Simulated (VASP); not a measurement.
Data:

```
CsCl
1.0
    4.12000     0.00000     0.00000
    0.00000     4.12000     0.00000
    0.00000     0.00000     4.12000
Cs Cl
1 1
Direct
  0.00000   0.00000   0.00000
  0.50000   0.50000   0.50000
```

Computed with PBE GGA, VASP's PBE PAW potentials (set 64) (plane waves; VASP 6.6.1). Numerical set-up: 400 eV cut-off, 6×6×6 Γ-centred mesh, tetrahedra, potentials Cs_sv Cl.

Unless said otherwise, spin-orbit coupling is left out, though it shifts the bands of the heavy elements here.

Task: What does the run give for the energy per atom (σ→0), pressure, band gap (on the k-mesh) with the smallest direct gap where there is one?

Result: 
```
Property                                     Result
-----------------------------------  --------------
band gap (on the k-mesh)                    5.27 eV
smallest direct gap (on the k-mesh)         5.27 eV
energy per atom (σ→0)                -3.263 eV/atom
pressure                                  10.6 kbar
```

Total energies compare only between runs with the same potentials, cut-off and functional.

The compound is CsCl in the CsCl type structure. The cell was not relaxed at this level. The run is one of a series of settings (ISMEAR = -4, SIGMA removed against the base run), some of them coarse on purpose.
